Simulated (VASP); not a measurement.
These are PBE GGA, VASP's PBE PAW potentials (set 64) (plane waves; VASP) values and carry that method's errors.

A VASP calculation is set up with these files.

### POSCAR
```
InP
1
    0.0000000000     2.8953330000     2.8953330000
    2.8953330000     0.0000000000     2.8953330000
    2.8953330000     2.8953330000     0.0000000000
In P
1 1
Direct
  0.0000000000   0.0000000000   0.0000000000
  0.2500000000   0.2500000000   0.2500000000
```

### INCAR
```
NELM=100   # most electronic steps
ENCUT=500   # plane-wave cut-off (eV)
SYSTEM=InP
EDIFF=1E-8
SIGMA=0.01
PREC=Normal
ALGO=Normal   # blocked Davidson
GGA=PE   # PBE
LCHARG=F
LREAL=F   # projection in real space or not
LASPH=T
ISMEAR=0   # Gaussian
LWAVE=T
```

### KPOINTS
```
Automatic mesh
0
Gamma
  4 4 4
0 0 0
```

POTCAR, in this order: In_d_GW P_GW (PBE.64 set). Program: vasp_std.

Output

OUTCAR:
```
 ion  position               nearest neighbor table
   1  0.000  0.000  0.000-   2 2.51   2 2.51   2 2.51   2 2.51
   2  0.250  0.250  0.250-   1 2.51   1 2.51   1 2.51   1 2.51
  LATTYP: Found a face centered cubic cell.
 ALAT       =     5.7906660000
 Subroutine PRICEL returns:
 Original cell was already a primitive cell.
 Subroutine GETGRP returns: Found 24 space group operations
The static configuration has the point symmetry T_d .
The dynamic configuration has the point symmetry T_d .
 Subroutine INISYM returns: Found 24 space group operations
 Subroutine IBZKPT returns following result:
 Found      8 irreducible k-points:

 Following reciprocal coordinates:
            Coordinates               Weight
  0.000000  0.000000  0.000000      1.000000
  0.250000  0.000000  0.000000      8.000000
  0.500000  0.000000  0.000000      4.000000
  0.250000  0.250000  0.000000      6.000000
  0.500000  0.250000  0.000000     24.000000
 -0.250000  0.250000  0.000000     12.000000
  0.500000  0.500000  0.000000      3.000000
 -0.250000  0.500000  0.250000      6.000000
   k-points           NKPTS =      8   k-points in BZ     NKDIM =      8   number of bands    NBANDS=     13
   number of dos      NEDOS =    301   number of ions     NIONS =      2
   total plane-waves  NPLWV =  13824
   dimension x,y,z NGX =    24 NGY =   24 NGZ =   24
   dimension x,y,z NGXF=    48 NGYF=   48 NGZF=   48
   ions per type =               1   1
   PREC   = normal    normal or accurate (medium, high low for compatibility)
   ISTART =      0    job   : 0-new  1-cont  2-samecut
   ICHARG =      2    charge: 1-file 2-atom 10-const
   ISPIN  =      1    spin polarized calculation?
   LNONCOLLINEAR =      F non collinear calculations
   LSORBIT =      F    spin-orbit coupling
   INIWAV =      1    electr: 0-lowe 1-rand  2-diag
   ENCUT  =  500.0 eV  36.75 Ry    6.06 a.u.   7.47  7.47  7.47*2*pi/ulx,y,z
   NELM   =    100;   NELMIN=  2; NELMDL= -5     # of ELM steps
   EDIFF  = 0.1E-07   stopping-criterion for ELM
   LREAL  =      F    real-space projection
   NLSPLINE    = F    spline interpolate recip. space projectors
   LMAXMIX     =    2 max onsite mixed and CHGCAR
   VOSKOWN=      0    Vosko Wilk Nusair interpolation
   EDIFFG = 0.1E-06   stopping-criterion for IOM
   NSW    =      0    number of steps for IOM
   NBLOCK =      1;   KBLOCK =      1    inner block; outer block
   IBRION =     -1    ionic relax: 0-MD 1-quasi-New 2-CG
   NFREE  =      0    steps in history (QN), initial steepest desc. (CG)
   ISIF   =      2    stress and relaxation
   ISYM   =      2    0-nonsym 1-usesym 2-fastsym
   TEIN   =    0.0    initial temperature
   TEBEG  =    0.0;   TEEND  =   0.0 temperature during run
   SMASS  =  -3.00    Nose mass-parameter (am)
   PSTRESS=    0.0 pullay stress
   NELECT =      18.0000    total number of electrons
   EFERMI =   0.00;   METHOD = LEGACY
   ISMEAR =     0;   SIGMA  =   0.01  broadening in eV -4-tet -1-fermi 0-gaus
   IALGO  =     38    algorithm
   LDIAG  =      T    sub-space diagonalisation (order eigenvalues)
   IMIX   =      4    mixing-type and parameters
     AMIX     =   0.40;   BMIX     =  1.00
     AMIX_MAG =   1.60;   BMIX_MAG =  1.00
     AMIN     =   0.10
   GGA     = PE    functional components
   VOSKOWN =     0    Vosko Wilk Nusair interpolation
   LHFCALC =     F    Hartree Fock is set to
   LHFONE  =     F    Hartree Fock one center treatment
   AEXX    =    0.0000 exact exchange contribution
   IVDW    =     0    specifies the selected vdW correction
   LEPSILON=     F    determine dielectric tensor
   LRPA    =     F    only Hartree local field effects (RPA)
  energy-cutoff  :      500.00
  volume of cell :       48.54
      direct lattice vectors                 reciprocal lattice vectors
...
```

File OSZICAR:
```
       N       E                     dE             d eps       ncg     rms          rms(c)
DAV:   1     0.105816932285E+03    0.10582E+03   -0.73809E+03   269   0.514E+03
DAV:   2     0.123371052684E+01   -0.10458E+03   -0.97790E+02   400   0.743E+02
DAV:   3    -0.826535403041E+01   -0.94991E+01   -0.94729E+01   385   0.138E+02
DAV:   4    -0.866597285487E+01   -0.40062E+00   -0.40028E+00   329   0.324E+01
DAV:   5    -0.869753132849E+01   -0.31558E-01   -0.31553E-01   358   0.877E+00    0.740E+00
DAV:   6    -0.825438966202E+01    0.44314E+00   -0.83958E-01   360   0.693E+01    0.394E+00
DAV:   7    -0.822211148319E+01    0.32278E-01   -0.28034E-01   368   0.119E+01    0.201E+00
DAV:   8    -0.822397263835E+01   -0.18612E-02   -0.21890E-02   289   0.101E+01    0.230E-01
DAV:   9    -0.822411740138E+01   -0.14476E-03   -0.30176E-03   360   0.416E+00    0.721E-02
DAV:  10    -0.822429687572E+01   -0.17947E-03   -0.24886E-04   311   0.514E-01    0.236E-02
DAV:  11    -0.822435825427E+01   -0.61379E-04   -0.98007E-05   300   0.281E-01    0.900E-03
DAV:  12    -0.822435870378E+01   -0.44951E-06   -0.10808E-05   374   0.994E-02    0.540E-03
DAV:  13    -0.822435903251E+01   -0.32873E-06   -0.14779E-06   329   0.310E-02    0.116E-03
DAV:  14    -0.822435916597E+01   -0.13345E-06   -0.27879E-07   345   0.824E-03    0.663E-04
DAV:  15    -0.822435918770E+01   -0.21732E-07   -0.23265E-08   224   0.183E-03    0.339E-04
DAV:  16    -0.822435917502E+01    0.12683E-07   -0.33183E-09   194   0.231E-03    0.732E-05
DAV:  17    -0.822435917595E+01   -0.93041E-09   -0.13860E-09   164   0.878E-04
   1 F= -.82243592E+01 E0= -.82243592E+01  d E =-.661941E-24
```

OUTCAR:
```
------------------------ aborting loop because EDIFF is reached ----------------------------------------
  FORCE on cell =-STRESS in cart. coord.  units (eV):
  Direction    XX          YY          ZZ          XY          YZ          ZX
  --------------------------------------------------------------------------------------
  Total        1.9575525      1.9575525      1.9575525     -0.0000000     -0.0000000     -0.0000000
  in kB       64.6098064     64.6098064     64.6098064     -0.0000000     -0.0000000     -0.0000000
  external PRESSURE =      64.6098064 kB  Pullay stress =       0.0000000 kB
  volume of cell :       48.54
      direct lattice vectors                 reciprocal lattice vectors
     0.000000000  2.895333000  2.895333000    -0.172691708  0.172691708  0.172691708
     2.895333000  0.000000000  2.895333000     0.172691708 -0.172691708  0.172691708
     2.895333000  2.895333000  0.000000000     0.172691708  0.172691708 -0.172691708
  FREE ENERGIE OF THE ION-ELECTRON SYSTEM (eV)
  ---------------------------------------------------
  free  energy   TOTEN  =        -8.2243591759 eV

  energy  without entropy=       -8.2243591759  energy(sigma->0) =       -8.22435918
```
(Selected blocks of OUTCAR.)

OUTCAR:
```
 val. band max:        4.3150377605   @ k =   0.0000   0.0000   0.0000

 cond. band min:       5.2088562393   @ k =   0.0000   0.0000   0.0000


 Fermi energy:         4.3839115642

 k-point     1 :       0.0000    0.0000    0.0000
  band No.  band energies     occupation
      1     -10.0126      2.00000
      2     -10.0126      2.00000
      3     -10.0126      2.00000
      4      -9.8442      2.00000
      5      -9.8442      2.00000
      6      -7.4642      2.00000
      7       4.3150      2.00000
      8       4.3150      2.00000
      9       4.3150      2.00000
     10       5.2089      0.00000
     11       8.3702      0.00000
     12       8.3702      0.00000
     13       8.3703      0.00000

 k-point     2 :       0.2500    0.0000    0.0000
  band No.  band energies     occupation
      1     -10.0830      2.00000
      2      -9.9864      2.00000
      3      -9.9864      2.00000
      4      -9.8412      2.00000
      5      -9.8412      2.00000
      6      -6.7466      2.00000
      7       0.7878      2.00000
      8       3.7210      2.00000
      9       3.7210      2.00000
     10       6.1945      0.00000
     11       9.0969      0.00000
     12       9.0969      0.00000
     13       9.7279      0.00000

 k-point     3 :       0.5000    0.0000    0.0000
  band No.  band energies     occupation
      1     -10.1461      2.00000
      2      -9.9692      2.00000
      3      -9.9692      2.00000
      4      -9.8286      2.00000
      5      -9.8286      2.00000
      6      -5.6145      2.00000
      7      -1.6345      2.00000
      8       3.2836      2.00000
      9       3.2836      2.00000
     10       5.8821      0.00000
     11       9.0954      0.00000
     12       9.0954      0.00000
     13      11.4752      0.00000

 k-point     4 :       0.2500    0.2500    0.0000
  band No.  band energies     occupation
      1     -10.1268      2.00000
      2      -9.9551      2.00000
      3      -9.9551      2.00000
...
```

Unless said otherwise, spin-orbit coupling is left out, though it shifts the bands of the heavy elements here.

The compound is InP in the zinc blende structure. This cell is one point of a volume scan, at 0.96 of the reference volume. The k-mesh is coarse (spacing up to 0.47 per Å, 2π included), so the numbers may not be converged in it.
